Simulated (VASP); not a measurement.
# From one sheet to two: Janus WSSe monolayer

Aim: relax Janus WSSe monolayer, place its levels against the vacuum, then find how two sheets stack and bind.

Method: optB86b-vdW, no spin polarisation; plane waves and PAW (W, S, Se), in the first sound run; inputs show where later runs differ, in VASP 6.6.1.

### Step 1. The structure

The cell holds 3 atoms: 1 W, 1 S and 1 Se. Its edges and angles: a = 3.250 Å, b = 3.250 Å, c = 22.000 Å, α = 90.0°, β = 90.0°, γ = 120.0°. Vacuum lies along c.

Coordinates:

```cif
data_structure
_symmetry_space_group_name_H-M 'P 1'
_symmetry_Int_Tables_number 1
_cell_length_a 3.2500
_cell_length_b 3.2500
_cell_length_c 22.0000
_cell_angle_alpha 90.000
_cell_angle_beta 90.000
_cell_angle_gamma 120.000
_cell_volume 201.24
loop_
_atom_site_label
_atom_site_type_symbol
_atom_site_fract_x
_atom_site_fract_y
_atom_site_fract_z
_atom_site_occupancy
W1 W 0.33333 0.66667 0.50000 1
S2 S 0.66667 0.33333 0.42636 1
Se3 Se 0.66667 0.33333 0.57364 1
```

### Step 2. Relaxing the monolayer

The sheet's cell relaxes in its plane with the atoms, while the vacuum is kept.

The input, INCAR:

```
SYSTEM = WSeS
PREC = Normal
ENCUT = 350
EDIFF = 1E-06
NELM = 120
ISMEAR = 0
SIGMA = 0.03
LREAL = .FALSE.
ALGO = Normal
GGA = MK
AGGAC = 0
LUSE_VDW = .TRUE.
PARAM1 = 0.1234
PARAM2 = 1
LASPH = .TRUE.
NBANDS = 15
LORBIT = 11
LWAVE = .FALSE.
LCHARG = .FALSE.
KPAR = 4
IBRION = 2
NSW = 50
ISIF = 3
EDIFFG = -0.015
POTIM = 0.4
IDIPOL = 3
LDIPOL = .TRUE.
DIPOL = 0.5 0.5 0.5
LATTICE_CONSTRAINTS = .TRUE. .TRUE. .FALSE.
```

The input, POSCAR:

```
WSeS
1.0
    3.2500000000      0.0000000000      0.0000000000
   -1.6250000000      2.8145825623      0.0000000000
    0.0000000000      0.0000000000     22.0000000000
W S Se
1 1 1
Direct
    0.3333333333      0.6666666667      0.5000000000
    0.6666666667      0.3333333333      0.4263636364
    0.6666666667      0.3333333333      0.5736363636
```

The input, KPOINTS:

```
Automatic mesh
0
Gamma
12 12 1
0 0 0
```

PAW data sets: W, S and Se (PBE family, release 64).

Run with:

```console
$ mpirun -np 4 vasp_std
```

Log:

```text
[banner, memory and clock lines left out]
running    4 mpi-ranks, on    1 nodes
 distrk:  each k-point on    1 cores,    4 groups
 distr:  one band on    1 cores,    1 groups

 POSCAR found type information on POSCAR W S Se
 POSCAR found :  3 types and       3 ions
|                                                                             |
|               ----> ADVICE to this user running VASP <----                  |
|                                                                             |
|     You have switched on vdW-DFT.                                           |
|     This routine was written and supplied by Jiri Klimes. We recommend      |
|     that you carefully read and cite the following publications:            |
|       J. Klimes, D.R. Bowler, A. Michelides                                 |
|          J. Phys.: Cond Matt. 22 022201 (2010)                              |
|       J. Klimes, D.R. Bowler, A. Michelides                                 |
|          Phys. Rev. B. 83, 195131 (2011)                                    |
|     and references therein.                                                 |
|                                                                             |

|                                                                             |
|               ----> ADVICE to this user running VASP <----                  |
|                                                                             |
|     You enforced a specific xc type in the INCAR file but a different       |
|     [... a line on the potential file left out ...]
|     I HOPE YOU KNOW WHAT YOU ARE DOING!                                     |
|                                                                             |

 LDA part: xc-table for (Slater+PW92), standard interpolation
 POSCAR, INCAR and KPOINTS ok, starting setup
 FFT: planning ... GRIDC
 FFT: planning ... GRID_SOFT
 FFT: planning ... GRID
 WAVECAR not read
 entering main loop
       N       E                     dE             d eps       ncg     rms          rms(c)
DAV:   1     0.112968081506E+03    0.11297E+03   -0.49460E+03   570   0.646E+02
DAV:   2    -0.585447320204E+01   -0.11882E+03   -0.10969E+03   925   0.151E+02
DAV:   3    -0.183354671209E+02   -0.12481E+02   -0.12356E+02   822   0.603E+01
DAV:   4    -0.185520565037E+02   -0.21659E+00   -0.21584E+00   710   0.977E+00
DAV:   5    -0.185574975717E+02   -0.54411E-02   -0.54397E-02   803   0.143E+00    0.246E+01
DAV:   6    -0.175324833622E+02    0.10250E+01   -0.30144E+00   874   0.129E+01    0.102E+01
DAV:   7    -0.174285241917E+02    0.10396E+00   -0.13696E+00   724   0.913E+00    0.595E+00
DAV:   8    -0.173159889599E+02    0.11254E+00   -0.18874E-01   738   0.407E+00    0.538E-01
DAV:   9    -0.173161502712E+02   -0.16131E-03   -0.37808E-02   738   0.133E+00    0.342E-01
DAV:  10    -0.173148979061E+02    0.12524E-02   -0.30939E-03   759   0.384E-01    0.146E-01
DAV:  11    -0.173143904554E+02    0.50745E-03   -0.38298E-04   766   0.121E-01    0.931E-02
DAV:  12    -0.173137376726E+02    0.65278E-03   -0.20050E-04   773   0.726E-02    0.335E-02
DAV:  13    -0.173134092140E+02    0.32846E-03   -0.61822E-05   748   0.363E-02    0.239E-02
DAV:  14    -0.173130894351E+02    0.31978E-03   -0.72855E-05   710   0.379E-02    0.856E-03
DAV:  15    -0.173130176014E+02    0.71834E-04   -0.13132E-05   752   0.211E-02    0.717E-03
DAV:  16    -0.173130323245E+02   -0.14723E-04   -0.33578E-05   584   0.287E-02    0.489E-03
DAV:  17    -0.173130628771E+02   -0.30553E-04   -0.86229E-06   659   0.132E-02    0.129E-03
DAV:  18    -0.173130825789E+02   -0.19702E-04   -0.16755E-06   693   0.576E-03    0.125E-03
DAV:  19    -0.173130980785E+02   -0.15500E-04   -0.10137E-06   565   0.551E-03    0.104E-03
DAV:  20    -0.173130995404E+02   -0.14619E-05   -0.64917E-08   649   0.187E-03    0.320E-04
DAV:  21    -0.173131014275E+02   -0.18872E-05   -0.72010E-08   467   0.163E-03    0.392E-04
DAV:  22    -0.173131030976E+02   -0.16700E-05   -0.12160E-07   579   0.225E-03    0.140E-04
DAV:  23    -0.173131031005E+02   -0.29690E-08   -0.13599E-08   530   0.560E-04
   1 F= -.17313103E+02 E0= -.17313103E+02  d E =-.173131E+02
 curvature:   0.00 expect dE= 0.000E+00 dE for cont linesearch  0.000E+00
 trial: gam= 0.00000 g(F)=  0.409E+00 g(S)=  0.263E-02 ort = 0.000E+00 (trialstep = 0.100E+01)
 search vector abs. value=  0.412E+00
 bond charge predicted
       N       E                     dE             d eps       ncg     rms          rms(c)
DAV:   1    -0.173234932372E+02   -0.10390E-01   -0.33818E+01   570   0.322E+01    0.260E+00
DAV:   2    -0.173758542805E+02   -0.52361E-01   -0.69890E-01   766   0.561E+00    0.709E-01
DAV:   3    -0.173697950893E+02    0.60592E-02   -0.18412E-02   745   0.876E-01    0.407E-01
DAV:   4    -0.173675059979E+02    0.22891E-02   -0.43272E-03   752   0.397E-01    0.192E-01
DAV:   5    -0.173672737753E+02    0.23222E-03   -0.14176E-03   794   0.263E-01    0.125E-01
DAV:   6    -0.173672235453E+02    0.50230E-04   -0.11855E-04   766   0.845E-02    0.869E-02
DAV:   7    -0.173672041173E+02    0.19428E-04   -0.38544E-05   773   0.425E-02    0.304E-02
DAV:   8    -0.173672033688E+02    0.74847E-06   -0.21963E-05   710   0.347E-02    0.116E-02
DAV:   9    -0.173672038293E+02   -0.46049E-06   -0.15399E-06   644   0.109E-02
   2 F= -.17367204E+02 E0= -.17367204E+02  d E =-.541007E-01
[... from here on, the cycles between the ionic steps are left out ...]
   3 F= -.17430968E+02 E0= -.17430968E+02  d E =-.117865E+00
   4 F= -.17432433E+02 E0= -.17432433E+02  d E =-.146498E-02
   5 F= -.17432505E+02 E0= -.17432505E+02  d E =-.153751E-02
   6 F= -.17433103E+02 E0= -.17433103E+02  d E =-.597840E-03
   7 F= -.17433184E+02 E0= -.17433184E+02  d E =-.679146E-03
   8 F= -.17433185E+02 E0= -.17433185E+02  d E =-.680144E-03
   9 F= -.17433208E+02 E0= -.17433208E+02  d E =-.226337E-04
 trial-energy change:   -0.000023  1 .order   -0.000025   -0.000108    0.000058
 step:   0.6356(harm=  0.6356)  dis= 0.00102  next Energy=   -17.433220 (dE=-0.351E-04)
 bond charge predicted
       N       E                     dE             d eps       ncg     rms          rms(c)
DAV:   1    -0.174332176505E+02   -0.10052E-04   -0.10110E-03   570   0.178E-01    0.122E-02
DAV:   2    -0.174332189989E+02   -0.13484E-05   -0.22151E-05   731   0.311E-02    0.517E-03
DAV:   3    -0.174332189933E+02    0.55722E-08   -0.42323E-07   495   0.437E-03
  10 F= -.17433219E+02 E0= -.17433219E+02  d E =-.337125E-04
 curvature:  -0.37 expect dE=-0.367E-07 dE for cont linesearch -0.298E-07
 trial: gam= 0.00000 g(F)=  0.993E-07 g(S)=  0.744E-10 ort =-0.322E-05 (trialstep = 0.909E+00)
 search vector abs. value=  0.995E-07
 reached required accuracy - stopping structural energy minimisation
```

Wall time 2.8 min (4 MPI ranks of AMD EPYC 9R45, shared host); peak memory 1.5 GiB.

The logs omit lines about the potential files and the build; timing stands in the text.

Parts of OUTCAR (step 2):

```text
ion  position               nearest neighbor table
   1  0.333  0.667  0.500-   2 2.48   3 2.48   2 2.48   3 2.48   2 2.48   3 2.48
   2  0.667  0.333  0.426-   1 2.48   1 2.48   1 2.48
   3  0.667  0.333  0.574-   1 2.48   1 2.48   1 2.48

  LATTYP: Found a hexagonal cell.
 ALAT       =     3.2500000000
 C/A-ratio  =     6.7692307692

 Subroutine GETGRP returns: Found  6 space group operations
 (whereof  6 operations were pure point group operations)

The static configuration has the point symmetry C_3v.

 Found     19 irreducible k-points:

   k-points           NKPTS =     19   k-points in BZ     NKDIM =     19   number of bands    NBANDS=     15

   dimension x,y,z NGX =    16 NGY =   16 NGZ =  108
   dimension x,y,z NGXF=    32 NGYF=   32 NGZF=  216

   ENCUT  =  350.0 eV  25.72 Ry    5.07 a.u.   4.96  4.96 33.56*2*pi/ulx,y,z

   NELECT =      18.0000    total number of electrons

 k-points in reciprocal lattice and weights: Automatic mesh
   0.00000000  0.00000000  0.00000000       0.007
   0.08333333 -0.00000000  0.00000000       0.042
   0.16666667 -0.00000000  0.00000000       0.042
   0.25000000 -0.00000000  0.00000000       0.042
   0.33333333 -0.00000000  0.00000000       0.042
   0.41666667 -0.00000000  0.00000000       0.042
   0.50000000 -0.00000000  0.00000000       0.021
   0.08333333  0.08333333  0.00000000       0.042
   0.16666667  0.08333333  0.00000000       0.083
[...]
0.33333333  0.25000000  0.00000000       0.083
   0.33333333  0.33333333  0.00000000       0.014

 dipolmoment           0.000000      0.000000     -0.035399 electrons x Angstroem

 average (electrostatic) potential at core
       1 -48.1018       2 -93.8132       3 -60.6381

 E-fermi :  -2.3146

 k-point     1 :       0.0000    0.0000    0.0000
  band No.  band energies     occupation
    ...
      5      -5.0898      2.00000
      6      -4.7412      2.00000
      7      -3.6708      2.00000
      8      -3.6708      2.00000
      9      -2.6265      2.00000
     10       0.5004      0.00000
     11       0.5004      0.00000
     12       0.7345      0.00000
     13       0.7345      0.00000
     14       1.5729      0.00000
    ...

 k-point     2 :       0.0833   -0.0000    0.0000
  band No.  band energies     occupation
    ...
      5      -5.0066      2.00000
      6      -4.8813      2.00000
      7      -3.8232      2.00000
      8      -3.6989      2.00000
      9      -2.6586      2.00000
     10       0.2771      0.00000
     11       0.3787      0.00000
     12       0.5366      0.00000
     13       0.7655      0.00000
     14       1.7890      0.00000
    ...

 k-point     3 :       0.1667   -0.0000    0.0000
  band No.  band energies     occupation
    ...
      5      -5.3875      2.00000
      6      -4.8570      2.00000
      7      -4.0888      2.00000
      8      -3.8670      2.00000
      9      -2.8651      2.00000
     10      -0.3032      0.00000
     11       0.2897      0.00000
     12       0.3170      0.00000
     13       1.1670      0.00000
     14       2.2161      0.00000
    ...

Total vdW correction in eV:      2.9400949

  Total       -0.0000538     -0.0000538     -0.0608179      0.0000000      0.0000000      0.0000000
  in kB       -0.0004341     -0.0004341     -0.4910718      0.0000000      0.0000000      0.0000000
  external PRESSURE =      -0.1639800 kB  Pullay stress =       0.0000000 kB

  energy-cutoff  :      350.00
  volume of cell :      198.43
      direct lattice vectors                 reciprocal lattice vectors
     3.227170363  0.000000000  0.000000000     0.309868984  0.178902941  0.000000000
    -1.613585182  2.794811517  0.000000000    -0.000000000  0.357805882  0.000000000
     0.000000000  0.000000000 22.000000000     0.000000000  0.000000000  0.045454545

 POSITION                                       TOTAL-FORCE (eV/Angst)
 -----------------------------------------------------------------------------------
     -0.00000      1.86321     10.94163         0.000000      0.000000      0.001297
      1.61359      0.93160      9.39714        -0.000000      0.000000     -0.000489
      1.61359      0.93160     12.66124         0.000000      0.000000     -0.000807
 -----------------------------------------------------------------------------------
    total drift:                                0.000001      0.000005     -0.000626

  FREE ENERGIE OF THE ION-ELECTRON SYSTEM (eV)
  ---------------------------------------------------
  free  energy   TOTEN  =       -17.4332189933 eV

  energy  without entropy=      -17.4332189933  energy(sigma->0) =      -17.43321899

Total vdW correction in eV:      2.9400590

 reached required accuracy - stopping structural energy minimisation

 vacuum level on the upper side and lower side of the slab         2.359         3.088

 total charge
# of ion       s       p       d       tot
------------------------------------------
    1        0.541   0.654   4.238   5.433
    2        1.359   2.351   0.000   3.710
    3        1.480   2.356   0.068   3.904
--------------------------------------------------
tot          3.381   5.360   4.307  13.047

[... 3 further parts left out ...]
```

This run has no spin polarisation, although W can carry a moment. The gap is read on the k-mesh alone, so it is an upper bound where the band edges lie off the mesh. The PAW data sets were made with PBE, which is usual practice but a small mismatch for other functionals. The data set W keeps the semicore shell frozen, which is cheaper and a little less accurate. The run keeps the 6 symmetry operations of its start, so it cannot find a distortion of lower symmetry.

The steps of the relaxation:

```
step  energy less that of the first step (eV)  largest force (eV/Å)  pressure (GPa)  volume (Å³)
   1                                   0.0000                2.6513           -0.05       201.24
   2                                  -0.0541                1.9562            0.00       199.59
   3                                  -0.1179                0.0643           -0.18       200.29
   4                                  -0.1193                0.1351            0.16       198.46
   5                                  -0.1194                0.1221            0.10       198.79
   6                                  -0.1200                0.0517            0.04       198.57
   7                                  -0.1201                0.0404            0.00       198.46
   8                                  -0.1201                0.0426           -0.01       198.45
   9                                  -0.1201                0.0235           -0.02       198.41
  10                                  -0.1201                0.0013           -0.02       198.43
```

```csv
cell as run,before,after,change
a (Å),3.250,3.227,-0.7 %
b (Å),3.250,3.227,-0.7 %
```

The atoms that moved most (Å, along periodic axes as changes of fractional coordinates times the final cell, across vacuum about the mean position):

```csv
atom,dx,dy,dz,length
W1,0.000,0.000,-0.058,0.058
Se3,0.000,0.000,0.041,0.041
S2,0.000,0.000,0.017,0.017
```

Final coordinates:

```xyz
3
Lattice="3.2272 0.0000 0.0000 -1.6136 2.7948 0.0000 0.0000 0.0000 22.0000" Properties=species:S:1:pos:R:3
W     0.0000    1.8632   10.9416
S     1.6136    0.9316    9.3971
Se    1.6136    0.9316   12.6612
```

This step gave:

| Quantity | Value |
| --- | --- |
| electronic cycles | 71 |
| electrons | 18 |
| free energy (TOTEN) | -17.43 eV |
| Fermi energy | -2.315 eV |
| metallic | no |
| dipole moment | 0, 0, -0.03540 e·Å |
| gap on the k-mesh | 1.782 eV |
| least direct gap on the k-mesh | 1.785 eV |

The run ended after 10 ionic steps, 0.120 eV below its first step, once forces and stress met EDIFFG = -0.015.

VASP counts the dipole in electrons times Å, so a positive number points the physical dipole along −c.

[end of part 1 of 7]

[Lines on the potential files, build, host, timing and source positions are cut from VASP's logs without a mark.]

[Logs are printed without paths, hosts, clocks, repeated set-up lines and the standing remarks that a program may print on its own settings, such as how far it seeks lower states.]

[Hosts, paths, dates, database ids (printed as entryN), source tags and the programs' standing remarks are cut or masked in the printed files.]

[Runs that stopped without an error message from VASP are left out.]
